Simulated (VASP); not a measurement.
VASP ran on this input.

**INCAR**
```
SYSTEM = CoSi2
PREC = Accurate; ENCUT = 500; LREAL = .FALSE.
LASPH = .TRUE.
EDIFF = 1E-6; NELM = 100; ALGO = Normal
LMAXMIX = 4
ISMEAR = 1; SIGMA = 0.1
GGA = PE
IBRION = 2; NSW = 40; ISIF = 3
EDIFFG = -0.02; PSTRESS = 50
LWAVE = .FALSE.; LCHARG = .FALSE.
```

### KPOINTS
```
Automatic mesh
0
Gamma
10 10 10
0 0 0
```

**POSCAR**
```
CoSi2
1.0
  0.0000000000   2.6558572928   2.6558572928
  2.6558572928   0.0000000000   2.6558572928
  2.6558572928   2.6558572928   0.0000000000
Co Si
1 2
Cartesian
  0.0000000000   0.0000000000   0.0000000000
  1.3279286464   1.3279286464   1.3279286464
  3.9837859392   3.9837859392   3.9837859392
```

POTCAR, in this order: Co Si (PBE.64 set). Program: vasp_std.

Task: Translate this PBE calculation to Ansatz.

Result: One equivalent input (not run):
Ansatz 0.2 input:
```yaml
crystal:
  lattice:
    - [0.0000000, 2.6558573, 2.6558573]
    - [2.6558573, 0.0000000, 2.6558573]
    - [2.6558573, 2.6558573, 0.0000000]
  atoms:
    - { symbol: Co, position: [0.0000000, 0.0000000, 0.0000000] }
    - { symbol: Si, position: [0.2500000, 0.2500000, 0.2500000] }
    - { symbol: Si, position: [0.7500000, 0.7500000, 0.7500000] }
kpoints:
  mp_grid: { grid: [10, 10, 10] }
hamiltonian:
  xc: pbe
  pseudopotentials: { kind: paw }
scf:
  occupations: { method: methfessel_paxton, width: 0.1 }
  max_iter: 100
relax:
  max_steps: 40
  f_tol: 0.02
  cell: { p_target: 5 }
output: { forces: true, stress: true, eigenvalues: true }
```
Limits of the translation: each code has its own PAW files, so the cut-off isn't converted (ENCUT is set for VASP's; basis.ecutwfc is left out, and Ansatz then takes the one that its files recommend); Ansatz stops its SCF on the density residual and VASP on the energy change (EDIFF).

The compound is CoSi2 in the fluorite structure. It was relaxed first under an external pressure of 5 GPa.
